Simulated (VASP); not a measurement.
All values below come from PBEsol GGA, VASP's PBE PAW potentials (set 64) (plane waves; VASP 6.6.1).

VASP input:

INCAR:
```
! general
SYSTEM   =  SiGe
PREC     =  Accurate
ENCUT    =  400
LREAL    =  .False.
LASPH    =  .True.

! electronic loop
EDIFF    =  1E-6
NELM     =  100
ALGO     =  Normal
LMAXMIX  =  4

! smearing
ISMEAR   =  0
SIGMA    =  0.05

! functional
GGA      =  PS

! ions
IBRION   =  2
NSW      =  60
ISIF     =  3
EDIFFG   =  -0.01

! output
LWAVE    =  .False.
LCHARG   =  .False.
```

POSCAR:
```
SiGe
1.0
  3.0030000000   0.0000000000   0.0000000000
  0.0000000000   3.0030000000   0.0000000000
  0.0000000000   0.0000000000   3.0030000000
Si Ge
1 1
Direct
  0.0000000000   0.0000000000   0.0000000000
  0.5000000000   0.5000000000   0.5000000000
```

KPOINTS:
```
Automatic mesh
0
Gamma
8 8 8
0 0 0
```

POTCAR, in this order: Si Ge_d (PBE.64 set). Program: vasp_std.

Energy and stress use the plane-wave basis of the starting cell.

### Question
Estimate the energy per atom (σ→0), volume per atom, band gap (on the k-mesh).

### Answer

The energy per atom (σ→0) is -4.894 eV/atom and the band gap (on the k-mesh) is none (metal, semimetal or under 0.01 eV). The volume per atom is 16.30 Å³/atom.

**OSZICAR**
```
...
       N       E                     dE             d eps       ncg     rms          rms(c)
DAV:   1    -0.979129200981E+01   -0.19835E-02   -0.27742E-02  1125   0.373E+00    0.256E-01
DAV:   2    -0.978985018144E+01    0.14418E-02   -0.20124E-03  1080   0.105E+00    0.129E-01
DAV:   3    -0.978939991464E+01    0.45027E-03   -0.62678E-04  1078   0.519E-01    0.281E-02
DAV:   4    -0.978936684573E+01    0.33069E-04   -0.29799E-05  1080   0.103E-01    0.114E-02
DAV:   5    -0.978936401251E+01    0.28332E-05   -0.28502E-06   716   0.318E-02    0.266E-03
DAV:   6    -0.978936392987E+01    0.82636E-07   -0.16206E-07   485   0.547E-03
   4 F= -.97893639E+01 E0= -.97883081E+01  d E =-.335665E+00
```

The structure was generated: SiGe was put into the CsCl type type (Pm-3m), which need not be its known phase. This run relaxes it. Symmetry was kept, so distortions that lower it aren't found. VASP warned that the highest band is occupied, so more bands are needed.
